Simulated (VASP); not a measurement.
Level of theory: PBEsol GGA, VASP's PBE PAW potentials (set 64) (plane waves; VASP).

Input for VASP

### POSCAR
```
CaI2
1
    4.5289700000     0.0000000000     0.0000000000
   -2.2644850000     3.9222030000     0.0000000000
    0.0000000000     0.0000000000     7.2098300000
Ca I
1 2
Direct
  0.0000000000   0.0000000000   0.0000000000
  0.3333330000   0.6666670000   0.2443000000
  0.6666670000   0.3333330000   0.7557000000
```

### INCAR
```
# general
SYSTEM   =  CaI2
PREC     =  Accurate
ENCUT    =  300
LREAL    =  .FALSE.
LASPH    =  .TRUE.

# electronic loop
EDIFF    =  1E-6
NELM     =  100
ALGO     =  Normal
LMAXMIX  =  4

# smearing
ISMEAR   =  0
SIGMA    =  0.01

# functional
GGA      =  PS

# ions
ISIF     =  2

# output
LWAVE    =  .FALSE.
LCHARG   =  .FALSE.
```

KPOINTS:
```
K-points
0
Gamma
5 5 3
0 0 0
```

POTCAR, in this order: Ca_sv I (PBE.64 set). Program: vasp_std.

What VASP printed:

File OSZICAR:
```
       N       E                     dE             d eps       ncg     rms          rms(c)
DAV:   1     0.116915404661E+03    0.11692E+03   -0.80160E+03   432   0.841E+02
DAV:   2    -0.438406123131E+01   -0.12130E+03   -0.11821E+03   504   0.212E+02
DAV:   3    -0.102738576304E+02   -0.58898E+01   -0.58835E+01   584   0.464E+01
DAV:   4    -0.105559147517E+02   -0.28206E+00   -0.28196E+00   648   0.881E+00
DAV:   5    -0.105578229440E+02   -0.19082E-02   -0.19080E-02   544   0.786E-01    0.465E+00
DAV:   6    -0.104989638352E+02    0.58859E-01   -0.12265E-01   544   0.204E+00    0.266E+00
DAV:   7    -0.104955285219E+02    0.34353E-02   -0.14791E-01   504   0.227E+00    0.564E-01
DAV:   8    -0.104976490024E+02   -0.21205E-02   -0.99252E-03   544   0.677E-01    0.278E-01
DAV:   9    -0.104979820072E+02   -0.33300E-03   -0.62063E-04   656   0.159E-01    0.772E-02
DAV:  10    -0.104980944625E+02   -0.11246E-03   -0.51871E-04   512   0.118E-01    0.355E-02
DAV:  11    -0.104981124905E+02   -0.18028E-04   -0.45009E-05   608   0.367E-02    0.182E-02
DAV:  12    -0.104981260937E+02   -0.13603E-04   -0.18303E-05   472   0.269E-02    0.480E-02
DAV:  13    -0.104981274250E+02   -0.13312E-05   -0.50492E-06   552   0.130E-02    0.223E-03
DAV:  14    -0.104981275582E+02   -0.13325E-06   -0.22770E-07   400   0.256E-03
   1 F= -.10498128E+02 E0= -.10498128E+02  d E =-.883356E-90
```

OUTCAR:
```
------------------------ aborting loop because EDIFF is reached ----------------------------------------
  FORCE on cell =-STRESS in cart. coord.  units (eV):
  Direction    XX          YY          ZZ          XY          YZ          ZX
  --------------------------------------------------------------------------------------
  Total       -0.8097056     -0.8097056     -0.5918068      0.0000000     -0.0000000     -0.0000000
  in kB      -10.1293877    -10.1293874     -7.4034821      0.0000000     -0.0000000     -0.0000000
  external PRESSURE =      -9.2207524 kB  Pullay stress =       0.0000000 kB
  volume of cell :      128.07
      direct lattice vectors                 reciprocal lattice vectors
     4.528970000  0.000000000  0.000000000     0.220800756  0.127479378  0.000000000
    -2.264485000  3.922203000  0.000000000     0.000000000  0.254958757  0.000000000
     0.000000000  0.000000000  7.209830000     0.000000000  0.000000000  0.138699526
 POSITION                                       TOTAL-FORCE (eV/Angst)
 -----------------------------------------------------------------------------------
      0.00000      0.00000      0.00000         0.000000      0.000000     -0.000000
     -0.00000      2.61480      1.76136        -0.000000      0.000000     -0.127538
      2.26449      1.30740      5.44847         0.000000      0.000000      0.127538
 -----------------------------------------------------------------------------------
    total drift:                                0.000000      0.000000      0.000000
  FREE ENERGIE OF THE ION-ELECTRON SYSTEM (eV)
  ---------------------------------------------------
  free  energy   TOTEN  =       -10.4981275582 eV

  energy  without entropy=      -10.4981275582  energy(sigma->0) =      -10.49812756
```
(Selected blocks of OUTCAR.)

At this cut-off the stress carries a Pulay error, which pulls relaxed volumes low.

The structure comes from a computed database's CaI2 entry (P-3m1); how it stands against other phases isn't given here. The cell was not relaxed at this level.
